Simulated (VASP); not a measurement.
# CdS (Greenockite): the band gap, functional by functional, part 3 of 3

How does the band gap of CdS (Greenockite) depend on the functional? The starting structure is a measured crystal structure from the Crystallography Open Database. The atoms were first relaxed with LDA in that cell, in a run that isn't shown, and the relaxed structure is the one below. Meshes and data sets differ where the inputs say so.

VASP 6.6.1.

Results so far: LDA 0.960 eV; PBE 1.220 eV; r2SCAN 1.675 eV; TB-mBJ 2.731 eV; LDA + spin-orbit coupling 0.946 eV; r2SCAN + spin-orbit coupling 1.662 eV; TB-mBJ + spin-orbit coupling 2.727 eV.

## Step 9: Bands with HSE06

Level of this step: HSE06; plane waves and PAW (Cd, S) (VASP).

HSE06 mixes in a quarter of exact exchange at short range, at far higher cost; in semiconductors this cures much of the gap error, while metals seldom gain. This run uses a 4×4×2 mesh. Its starting orbitals come from a semilocal run on the same mesh, not shown.

File INCAR:

```
SYSTEM = CdS
PREC = Accurate
ENCUT = 350
EDIFF = 1E-06
NELM = 100
ISMEAR = 0
SIGMA = 0.03
LREAL = .FALSE.
ALGO = Normal
LHFCALC = .TRUE.
AEXX = 0.25
GGA = PE
HFSCREEN = 0.2
LASPH = .TRUE.
NBANDS = 24
PRECFOCK = Fast
LORBIT = 11
LWAVE = .FALSE.
LCHARG = .FALSE.
KPAR = 4
```

File POSCAR:

```
CdS
1.0
    4.1370000000      0.0000000000      0.0000000000
   -2.0685000000      3.5827470955      0.0000000000
    0.0000000000      0.0000000000      6.7144000000
Cd S
2 2
Direct
    0.3333333333      0.6666666667      0.4990101238
    0.6666666667      0.3333333333      0.9990101238
    0.3333333333      0.6666666667      0.8759898762
    0.6666666667      0.3333333333      0.3759898762
```

File KPOINTS:

```
Automatic mesh
0
Gamma
4 4 2
0 0 0
```

File KPOINTS_OPT:

```
Line mode
10
Line-mode
Reciprocal
  0.00000000   0.00000000   0.00000000 GAMMA
  0.50000000   0.00000000   0.00000000 M

  0.50000000   0.00000000   0.00000000 M
  0.33333333   0.33333333   0.00000000 K

  0.33333333   0.33333333   0.00000000 K
  0.00000000   0.00000000   0.00000000 GAMMA

  0.00000000   0.00000000   0.00000000 GAMMA
  0.00000000   0.00000000   0.50000000 A

  0.00000000   0.00000000   0.50000000 A
  0.50000000   0.00000000   0.50000000 L

  0.50000000   0.00000000   0.50000000 L
  0.33333333   0.33333333   0.50000000 H

  0.33333333   0.33333333   0.50000000 H
  0.00000000   0.00000000   0.50000000 A

  0.50000000   0.00000000   0.50000000 L
  0.50000000   0.00000000   0.00000000 M

  0.33333333   0.33333333   0.00000000 K
  0.33333333   0.33333333   0.50000000 H
```

PAW data sets: Cd and S (PBE family, release 64).

On the command line:

```console
$ mpirun -np 8 vasp_std
```

Numbers of over 12 decimals in the logs are rounded to 6 here.

Output:

```text
[banner, memory and clock lines left out]
running    8 mpi-ranks, on    1 nodes
[...]
[... a notice as in an earlier step ...]

 LDA part: xc-table for (Slater+PW92), standard interpolation
 found WAVECAR, reading the header
 POSCAR, INCAR and KPOINTS ok, starting setup
[...]
reading WAVECAR
 the WAVECAR file was read successfully
 initial charge from wavefunction
 entering main loop
       N       E                     dE             d eps       ncg     rms          rms(c)
DAV:   1    -0.152696847196E+02   -0.15270E+02   -0.24961E+00   400   0.146E+01    0.484E+00
DAV:   2    -0.152495391535E+02    0.20146E-01   -0.20133E-01   416   0.518E+00    0.256E+00
DAV:   3    -0.152334774682E+02    0.16062E-01   -0.36927E-02   472   0.186E+00    0.161E+00
DAV:   4    -0.152316760631E+02    0.18014E-02   -0.66926E-03   440   0.595E-01    0.103E+00
[...]
DAV:   8    -0.152313208321E+02    0.11688E-04   -0.99926E-06   448   0.189E-02    0.105E-01
DAV:   9    -0.152313185320E+02    0.23001E-05   -0.31718E-06   448   0.113E-02    0.581E-02
DAV:  10    -0.152313183544E+02    0.17761E-06   -0.13484E-06   360   0.757E-03
   1 F= -.15231318E+02 E0= -.15231318E+02  d E =-.205507E-17
 Start KPOINTS_OPT (optional k-point list driver)
k-point batch [1-8\90]
       N       E                     dE             ncg
DAV:   1     0.460023681374E+03   -0.21500E+04      384
DAV:   2    -0.160899758923E+04   -0.20690E+04      432
DAV:   3    -0.175305830725E+04   -0.14406E+03      456
DAV:   5    -0.175633910802E+04   -0.39106E-01      464
DAV:   6    -0.175633980024E+04   -0.69222E-03      448
DAV:   7    -0.175633981803E+04   -0.17795E-04      448
DAV:   8    -0.175633981861E+04   -0.57417E-06      344
[...]
k-point batch [89-90\90]
       N       E                     dE             ncg
DAV:   1     0.575750755322E+04   -0.18101E+04       96
DAV:   2     0.525992608693E+04   -0.49758E+03      112
DAV:   3     0.523007747729E+04   -0.29849E+02      120
DAV:   4     0.522957325763E+04   -0.50422E+00      112
DAV:   5     0.522956750428E+04   -0.57534E-02      112
DAV:   6     0.522956742300E+04   -0.81273E-04      112
DAV:   7     0.522956742127E+04   -0.17322E-05      112
DAV:   8     0.522956742123E+04   -0.41759E-07       80
```

Wall time 3.7 min (8 MPI ranks of AMD EPYC 9R45, shared host); peak memory 2.1 GiB; 24 min of CPU time.

Parts of OUTCAR (step 9):

```text
 POSITION                                       TOTAL-FORCE (eV/Angst)
 -----------------------------------------------------------------------------------
     -0.00000      2.38850      3.35055         0.000000     -0.000000      0.004268
      2.06850      1.19425      6.70775        -0.000000      0.000000      0.004268
     -0.00000      2.38850      5.88175         0.000000      0.000000     -0.004268
      2.06850      1.19425      2.52455         0.000000     -0.000000     -0.004268
 -----------------------------------------------------------------------------------
    total drift:                                0.000036     -0.000015      0.000995

  FREE ENERGIE OF THE ION-ELECTRON SYSTEM (eV)
  ---------------------------------------------------
  free  energy   TOTEN  =       -15.2313183544 eV

  energy  without entropy=      -15.2313183544  energy(sigma->0) =      -15.23131835

[... 1 part as in an earlier step ...]

[... 2 further parts left out ...]
[key lines of the parts left out:]
E-fermi :   0.8018
```

The log as kept lacks single lines of electronic cycles.

HSE06 gives a direct gap of 2.276 eV. The least gap is +1.316 eV from that of LDA, on another mesh, which alone can move a gap by some hundredths of an eV.

## Step 10: Bands with PBE0

PBE0 keeps a quarter of exact exchange at all ranges; it tends to overshoot small gaps. This run uses a 4×4×2 mesh. It starts from the orbitals of an earlier run, not shown.

INCAR, as its differences from that of step 9:

```diff
@@ -12,3 +12,2 @@
 GGA = PE
-HFSCREEN = 0.2
 LASPH = .TRUE.
@@ -16,2 +15,3 @@
 PRECFOCK = Fast
+HFRCUT = -1
 LORBIT = 11
```

POSCAR is that of step 9.

KPOINTS is that of step 9.

KPOINTS_OPT is that of step 9.

On the command line:

```console
$ mpirun -np 8 vasp_std
```

Output:

```text
[banner, memory and clock lines left out]
running    8 mpi-ranks, on    1 nodes
[...]
[... a notice as in an earlier step ...]

 LDA part: xc-table for (Slater+PW92), standard interpolation
 found WAVECAR, reading the header
 POSCAR, INCAR and KPOINTS ok, starting setup
[...]
HFRCUT set to (new)   9.126903
 reading WAVECAR
 the WAVECAR file was read successfully
 initial charge from wavefunction
 entering main loop
       N       E                     dE             d eps       ncg     rms          rms(c)
DAV:   1    -0.163360827482E+02   -0.16336E+02   -0.23755E+00   392   0.143E+01    0.467E+00
DAV:   2    -0.163342566043E+02    0.18261E-02   -0.18735E-01   416   0.487E+00    0.258E+00
DAV:   3    -0.163178452250E+02    0.16411E-01   -0.36156E-02   464   0.187E+00    0.161E+00
DAV:   4    -0.163155476465E+02    0.22976E-02   -0.74828E-03   440   0.638E-01    0.102E+00
[...]
DAV:   8    -0.163152455361E+02    0.13190E-04   -0.13024E-05   448   0.200E-02    0.108E-01
DAV:   9    -0.163152427676E+02    0.27684E-05   -0.38435E-06   448   0.117E-02    0.594E-02
DAV:  10    -0.163152424003E+02    0.36732E-06   -0.13560E-06   352   0.747E-03
   1 F= -.16315242E+02 E0= -.16315242E+02  d E =-.134255E-11
 Start KPOINTS_OPT (optional k-point list driver)
k-point batch [1-8\90]
       N       E                     dE             ncg
DAV:   1     0.415919988025E+03   -0.21941E+04      384
DAV:   2    -0.172208391523E+04   -0.21380E+04      432
DAV:   3    -0.186838681831E+04   -0.14630E+03      432
DAV:   4    -0.187117798221E+04   -0.27912E+01      488
DAV:   5    -0.187121184940E+04   -0.33867E-01      464
DAV:   6    -0.187121246287E+04   -0.61347E-03      448
DAV:   7    -0.187121247919E+04   -0.16317E-04      448
DAV:   8    -0.187121247972E+04   -0.53099E-06      352
[...]
k-point batch [89-90\90]
       N       E                     dE             ncg
DAV:   1     0.574392520161E+04   -0.18237E+04       96
DAV:   2     0.523183656809E+04   -0.51209E+03      104
DAV:   3     0.520112018606E+04   -0.30716E+02      120
DAV:   4     0.520054934235E+04   -0.57084E+00      104
DAV:   5     0.520054291771E+04   -0.64246E-02      112
DAV:   6     0.520054282716E+04   -0.90545E-04      112
DAV:   7     0.520054282527E+04   -0.18979E-05      112
DAV:   8     0.520054282522E+04   -0.44922E-07       80
```

The job ended after 3.8 min (8 MPI ranks; peak memory 1.3 GiB; 24 min of CPU time).

OUTCAR, selected parts (step 10):

```text
 POSITION                                       TOTAL-FORCE (eV/Angst)
 -----------------------------------------------------------------------------------
     -0.00000      2.38850      3.35055         0.000000      0.000000      0.004088
      2.06850      1.19425      6.70775        -0.000000     -0.000000      0.004088
     -0.00000      2.38850      5.88175        -0.000000     -0.000000     -0.004088
      2.06850      1.19425      2.52455        -0.000000      0.000000     -0.004088
 -----------------------------------------------------------------------------------
    total drift:                                0.000036     -0.000015      0.000996

  FREE ENERGIE OF THE ION-ELECTRON SYSTEM (eV)
  ---------------------------------------------------
  free  energy   TOTEN  =       -16.3152424003 eV

  energy  without entropy=      -16.3152424003  energy(sigma->0) =      -16.31524240

[... 2 parts as in an earlier step ...]

[... 1 further part left out ...]
[key lines of the parts left out:]
E-fermi :   0.4018
```

PBE0 gives a direct gap of 2.943 eV. The least gap is +1.982 eV from that of LDA, on another mesh, which alone can move a gap by some hundredths of an eV.

## Step 11: The runs compared

| level | gap (eV) | least direct gap (eV) | mesh | core minutes |
| --- | --- | --- | --- | --- |
| LDA | 0.96 | 0.96 | 6×6×4 | 1.81 |
| PBE | 1.22 | 1.22 | 6×6×4 | 2.0 |
| r2SCAN | 1.675 | 1.675 | 6×6×4 | 7.07 |
| TB-mBJ | 2.731 | 2.731 | 6×6×4 | 6.13 |
| LDA + spin-orbit coupling | 0.946 | 0.946 | 6×6×4 | 6.8 |
| r2SCAN + spin-orbit coupling | 1.662 | 1.662 | 6×6×4 | 37.5 |
| TB-mBJ + spin-orbit coupling | 2.727 | 2.727 | 6×6×4 | 24.0 |
| HSE06 | 2.276 | 2.277 | 4×4×2 | 29.9 |
| PBE0 | 2.943 | 2.943 | 4×4×2 | 30.4 |

Core minutes are wall time times ranks of the run shown, on a shared host.

## Step 12: Outcome

```yaml
gap_lda: 0.960 eV
gap_pbe: 1.220 eV
gap_r2scan: 1.675 eV
gap_tb_mbj: 2.731 eV
gap_lda_spin_orbit_coupling: 0.946 eV
gap_r2scan_spin_orbit_coupling: 1.662 eV
gap_tb_mbj_spin_orbit_coupling: 2.727 eV
gap_hse06: 2.276 eV
gap_pbe0: 2.943 eV
```

What this shows: Without spin-orbit coupling the gap of CdS (Greenockite) runs from 0.960 eV (LDA) to 2.943 eV (PBE0). HSE06 gives +1.06 eV from PBE, on another mesh, which alone can move a gap by some hundredths of an eV. TB-mBJ lies +0.45 eV from HSE06, on another mesh, which alone can move a gap by some hundredths of an eV. Spin-orbit coupling changes the LDA gap by -0.015 eV. Spin-orbit coupling changes the r2SCAN gap by -0.013 eV. Spin-orbit coupling changes the TB-mBJ gap by -0.004 eV. These are gaps between Kohn-Sham or generalised Kohn-Sham levels of a static lattice, without excitons or temperature. Further runs on this material are not shown.

[Lines on the potential files, build, host, timing and source positions are cut from VASP's logs without a mark.]

[Logs are printed without paths, hosts, clocks, repeated set-up lines and the standing remarks that a program may print on its own settings, such as how far it seeks lower states.]

[Hosts, paths, dates, database ids (printed as entryN), source tags and the programs' standing remarks are cut or masked in the printed files.]
